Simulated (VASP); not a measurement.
Write the native input for VASP 6.6.1 that does the following.

| Property | Result |
| --- | --- |
| Task | single point |
| Functional | PBEsol |
| Potentials or basis | VASP PAW PBE potentials, release 64 (In_d, Sb) |
| Cutoff | 520 eV |
| k mesh | 6 × 6 × 6 |
| Occupations | gaussian, width 0.03 eV |
| Spin | no spin polarisation |
| Further INCAR settings | ALGO = Normal; EDIFF = 1e-06; NBANDS = 16 |

The structure of InSb lies in POSCAR:

```
InSb
1.0
    0.0000000000      3.2391000000      3.2391000000
    3.2391000000      0.0000000000      3.2391000000
    3.2391000000      3.2391000000      0.0000000000
In Sb
1 1
Direct
    0.0000000000      0.0000000000      0.0000000000
    0.2500000000      0.2500000000      0.2500000000
```

One way to write it, as run:

INCAR

```
PREC = Accurate ; ENCUT = 520
EDIFF = 1E-6 ; ISMEAR = 0
SIGMA = 0.03 ; LREAL = False
LASPH = True ; NELM = 80
ALGO = Normal ; ISIF = 2
LWAVE = False ; LCHARG = False
GGA = PS ; NBANDS = 16
KPAR = 4
```

KPOINTS

```
regular mesh
0
Gamma
  6 6 6
```

Potentials or basis: VASP PAW PBE potentials, release 64 (In_d, Sb).

Run with:

```sh
$ cat potpaw_PBE.64/In_d/POTCAR potpaw_PBE.64/Sb/POTCAR > POTCAR
$ mpirun -np 4 vasp_std > vasp.out
```

It gave:

The pressure is 0.9 GPa and the band gap on the k mesh is none (metal or under the smearing width).

Caveat: the PAW data sets were made with another functional, which shifts forces and pressure a little; this crystal is a semiconductor, whose small gap the functional closes, so the metal is an error of the method.

Run time: 6.3 s on 4 MPI ranks on Intel(R) Xeon(R) Platinum 8559C (Emerald Rapids) (shared host), peak memory 0.2 GiB a rank.
